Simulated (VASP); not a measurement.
Crystal: Si.

```xyz
2
Lattice="0.0000 2.7136 2.7136 2.7136 0.0000 2.7136 2.7136 2.7136 0.0000" Properties=species:S:1:pos:R:3 pbc="T T T"
Si    4.0703    4.0703    4.0703
Si    2.7136    2.7136    2.7136
```

| Item | Value |
| --- | --- |
| Program | VASP 6.6.1 |
| Task | relaxation of cell and atoms |
| Functional | PBE |
| Potentials or basis | VASP PAW PBE potentials, release 64 (Si) |
| Cutoff | 600 eV |
| k mesh | 10 × 10 × 10 |
| Occupations | gaussian, width 0.03 eV |
| Spin | no spin polarisation |

At the start: pressure 2.1 GPa; volume 19.98 Å³/atom.

Question: Where does the relaxation end?

Answer: Over 3 steps the energy falls by 3.0 meV/atom and the volume is 20.44 Å³/atom (+2.3 %); space group Fd-3m (No. 227, to 0.05 Å).

The path:
```tsv
step	energy change (eV)	largest force (eV/Å)	pressure (GPa)	volume (Å³)
1	0.0000	0.0000	2.15	39.96
2	-0.0033	0.0000	-1.34	41.53
3	-0.0060	0.0000	0.01	40.89
```

Final structure:
```
CELL_PARAMETERS angstrom
0.00000 2.73430 2.73430
2.73430 0.00000 2.73430
2.73430 2.73430 0.00000
ATOMIC_POSITIONS crystal
Si 0.75000 0.75000 0.75000
Si 0.50000 0.50000 0.50000
```
